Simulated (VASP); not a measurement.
Output of a VASP run:

OSZICAR:
```
       N       E                     dE             d eps       ncg     rms          rms(c)
DAV:   1     0.467620836282E+03    0.46762E+03   -0.15839E+04  1184   0.257E+03
DAV:   2     0.912649157798E+02   -0.37636E+03   -0.37120E+03  1696   0.406E+02
DAV:   3    -0.288079605917E+02   -0.12007E+03   -0.11828E+03  2184   0.216E+02
DAV:   4    -0.465345681947E+02   -0.17727E+02   -0.17719E+02  2040   0.921E+01
DAV:   5    -0.474705703204E+02   -0.93600E+00   -0.93567E+00  2160   0.241E+01    0.139E+01
DAV:   6    -0.426669373382E+02    0.48036E+01   -0.43439E+01  1792   0.410E+01    0.744E+00
DAV:   7    -0.425788280321E+02    0.88109E-01   -0.46364E+00  2152   0.227E+01    0.354E+00
DAV:   8    -0.425552300686E+02    0.23598E-01   -0.46643E-01  2072   0.608E+00    0.128E+00
DAV:   9    -0.425557878494E+02   -0.55778E-03   -0.73270E-02  2080   0.234E+00    0.391E-01
DAV:  10    -0.425585125505E+02   -0.27247E-02   -0.33941E-02  1896   0.134E+00    0.184E-01
DAV:  11    -0.425597714719E+02   -0.12589E-02   -0.94862E-03  2072   0.789E-01    0.128E-01
DAV:  12    -0.425601484017E+02   -0.37693E-03   -0.21210E-03  1712   0.344E-01    0.536E-02
DAV:  13    -0.425602255631E+02   -0.77161E-04   -0.11373E-03  1960   0.237E-01    0.283E-02
DAV:  14    -0.425602329716E+02   -0.74086E-05   -0.12412E-04  2040   0.988E-02    0.105E-02
DAV:  15    -0.425602363346E+02   -0.33629E-05   -0.13784E-05  2136   0.307E-02    0.807E-03
DAV:  16    -0.425602370644E+02   -0.72982E-06   -0.10553E-05  2008   0.233E-02    0.214E-03
DAV:  17    -0.425602371899E+02   -0.12547E-06   -0.12549E-06  1168   0.113E-02
   1 F= -.42560237E+02 E0= -.42560237E+02  d E =-.425602E+02
       N       E                     dE             d eps       ncg     rms          rms(c)
DAV:   1    -0.425616737604E+02   -0.14367E-02   -0.88472E-02  2080   0.355E+00    0.251E-01
DAV:   2    -0.425606118822E+02    0.10619E-02   -0.60988E-03  1920   0.605E-01    0.884E-02
DAV:   3    -0.425603856504E+02    0.22623E-03   -0.67302E-04  2136   0.339E-01    0.370E-02
DAV:   4    -0.425603520594E+02    0.33591E-04   -0.20336E-04  2264   0.143E-01    0.121E-02
DAV:   5    -0.425603519734E+02    0.86010E-07   -0.19668E-05  2144   0.406E-02    0.784E-03
DAV:   6    -0.425603515974E+02    0.37597E-06   -0.34103E-06  1464   0.207E-02
   2 F= -.42560352E+02 E0= -.42560352E+02  d E =-.114408E-03
       N       E                     dE             d eps       ncg     rms          rms(c)
DAV:   1    -0.425605236141E+02   -0.17164E-03   -0.92098E-03  2080   0.114E+00    0.811E-02
DAV:   2    -0.425604138028E+02    0.10981E-03   -0.65557E-04  1936   0.195E-01    0.287E-02
DAV:   3    -0.425603893829E+02    0.24420E-04   -0.71512E-05  2128   0.111E-01    0.124E-02
DAV:   4    -0.425603858233E+02    0.35596E-05   -0.21012E-05  2168   0.475E-02    0.350E-03
DAV:   5    -0.425603861185E+02   -0.29513E-06   -0.11271E-06  1168   0.132E-02
   3 F= -.42560386E+02 E0= -.42560386E+02  d E =-.148929E-03
```

### OUTCAR
```
------------------------ aborting loop because EDIFF is reached ----------------------------------------
  FORCE on cell =-STRESS in cart. coord.  units (eV):
  Direction    XX          YY          ZZ          XY          YZ          ZX
  --------------------------------------------------------------------------------------
  Total       -0.0265765     -0.0265765     -0.0941862     -0.0000000      0.0000000     -0.0000000
  in kB       -0.5308274     -0.5308273     -1.8812360     -0.0000000      0.0000000     -0.0000000
  external PRESSURE =      -0.9809635 kB  Pullay stress =       0.0000000 kB
  volume of cell :       80.21
      direct lattice vectors                 reciprocal lattice vectors
     1.952779020 -3.382312391  0.000000000     0.256045356 -0.147827859  0.000000000
     1.952779020  3.382312391 -0.000000000     0.256045356  0.147827859 -0.000000000
    -0.000000000  0.000000000  6.072366027     0.000000000  0.000000000  0.164680455
 POSITION                                       TOTAL-FORCE (eV/Angst)
 -----------------------------------------------------------------------------------
      1.95278      1.12744      1.49440        -0.000000      0.000000      0.008285
      1.95278     -1.12744      4.57797         0.000000     -0.000000     -0.008285
     -0.00000      0.00000      6.07237        -0.000000      0.000000      0.000000
      1.95278      1.12744      3.92174         0.000000      0.000000     -0.014958
      1.95278     -1.12744      2.15062         0.000000      0.000000      0.014958
 -----------------------------------------------------------------------------------
    total drift:                                0.000000     -0.000000      0.000000
  FREE ENERGIE OF THE ION-ELECTRON SYSTEM (eV)
  ---------------------------------------------------
  free  energy   TOTEN  =       -42.5603861185 eV

  energy  without entropy=      -42.5603861185  energy(sigma->0) =      -42.56038612

 reached required accuracy - stopping structural energy minimisation
```
(Selected blocks of OUTCAR.)

File POSCAR:
```
La2O3
1
    1.9511357340    -3.3794661354     0.0000000000
    1.9511357340     3.3794661354     0.0000000000
   -0.0000000000     0.0000000000     6.0734348169
La O
2 3
Direct
  0.3333330000   0.6666670000   0.2461832325
  0.6666670000   0.3333330000   0.7538167675
  0.0000000000   0.0000000000   0.0000000000
  0.3333330000   0.6666670000   0.6459972323
  0.6666670000   0.3333330000   0.3540027677
```

Write an INCAR and KPOINTS that could have produced this output.

Several could match; the one computed here: the input of the run itself, AM05 GGA, plane waves, VASP's PBE PAW potentials (set 64).

**KPOINTS**
```
Automatic
0
gamma
  6 6 4
```

INCAR:
```
SYSTEM = La2O3
PREC = Accurate
ENCUT = 520
EDIFF = 1E-6
NELM = 100
ALGO = Normal
LREAL = .FALSE.
LASPH = .TRUE.
ISMEAR = 0
SIGMA = 0.05
GGA = AM
LMAXMIX = 6
LWAVE = .FALSE.
LCHARG = .FALSE.
IBRION = 2
ISIF = 3
NSW = 60
EDIFFG = -0.02
```

POTCAR, in this order: La O (PBE.64 set). Program: vasp_std.

The compound is La2O3 in the a-type structure. This run relaxes it. Symmetry was kept, so distortions that lower it aren't found. The start is the result of an earlier pass.
